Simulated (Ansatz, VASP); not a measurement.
## CsTa: VASP beside Ansatz

INCAR

```
PREC     = Accurate       # precision mode
ENCUT    = 520            # plane-wave cutoff, eV
EDIFF    = 1E-6           # SCF threshold, eV
ISMEAR   = 0              # smearing method
SIGMA    = 0.1            # smearing width, eV
LREAL    = False          # projectors in reciprocal space
LASPH    = True           # aspherical terms in the spheres
NELM     = 100            # most SCF steps
ALGO     = Fast           # electronic algorithm
ISIF     = 2              # what is computed and relaxed
LWAVE    = False          # write WAVECAR
LCHARG   = False          # write CHGCAR
GGA      = PE             # functional
NBANDS   = 17             # bands
```

KPOINTS

```
regular mesh
0
Gamma
  6 6 6
```

The input POSCAR:

```
CsTa
1.0
    1.7611219424      1.0167842275      5.6094995202
   -1.7611219424      1.0167842275      5.6094995202
    0.0000000000     -2.0335684550      5.6094995202
Cs Ta
1 1
Direct
    0.0000000000      0.0000000000      0.0000000000
    0.5000000000      0.5000000000      0.5000000000
```

Input for Ansatz:

```yaml
crystal:
  lattice:
    - [1.7611219424, 1.0167842275, 5.6094995202]
    - [-1.7611219424, 1.0167842275, 5.6094995202]
    - [0.0, -2.033568455, 5.6094995202]
  atoms:
    - { symbol: Cs, position: [0.0, 0.0, 0.0] }
    - { symbol: Ta, position: [0.5, 0.5, 0.5] }
basis:
  ecutwfc: 420
kpoints:
  mp_grid: { grid: [6, 6, 6] }
hamiltonian:
  xc: pbe
scf:
  occupations: { method: gaussian, width: 0.1 }
  lower_state_search: "off"
output:
  forces: true
  stress: true
  eigenvalues: true
```

Alike in both runs: task single point; functional PBE; k mesh 6 × 6 × 6; occupations gaussian, width 0.1 eV; no spin polarisation.

```csv
,VASP,Ansatz
version,VASP 6.6.1,Ansatz 0.2.0
potentials or method,"VASP PAW PBE potentials, release 64 (Cs_sv, Ta_pv)","scalar-relativistic, plane waves, PAW"
plane-wave cutoff (eV),520,420
valence electrons in the cell,20,22
```

Ansatz gave:

- gap on the k mesh at the Fermi level (eV): none
- pressure (GPa): -3.4
- largest component of the traceless stress (GPa): 8.53

**Question.** Estimate VASP's values.

**Answer.** gap on the k mesh at the Fermi level (eV): none; pressure (GPa): -3.0; largest component of the traceless stress (GPa): 8.61.

A gap of «none» marks a metal or a gap that the smearing closes. The two sets of potentials don't hold the same shells in valence.

Spin-orbit coupling is left out, which matters for the levels of Cs, Ta.
